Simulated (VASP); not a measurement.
Input:

```yaml
crystal:
  lattice:
    - [2.91720, 0.00000, 0.00000]
    - [0.00000, 2.91720, 0.00000]
    - [0.00000, 0.00000, 2.91720]
  atoms:
    - { symbol: Al, position: [0.50000, 0.50000, 0.50000] }
    - { symbol: Co, position: [0.00000, 0.00000, 0.00000] }
```

Method: PBE GGA + U (Dudarev), VASP's PBE PAW potentials (set 64) (plane waves; VASP). Settings: 400 eV cut-off, 11×11×11 Γ-centred mesh, first-order Methfessel-Paxton smearing of 0.10 eV, potentials Al Co, U − J: Co 5.00 eV.

Problem. Give the stress tensor in GPa (positive for a compressed cell).

Solution. 
```
-16.48    0.00    0.00
  0.00  -16.48    0.00
  0.00    0.00  -16.48
```
The pressure is its mean diagonal, -16.48 GPa.

The compound is CoAl in the CsCl type structure. The cell was not relaxed at this level. The run is one of a series of settings (LDAU = .TRUE., LDAUJ = 0 0, LDAUL = -1 2, LDAUTYPE = 2, LDAUU = 0 5.0 against the base run), some of them coarse on purpose. The run is not spin-polarised, so no magnetic state was tried.
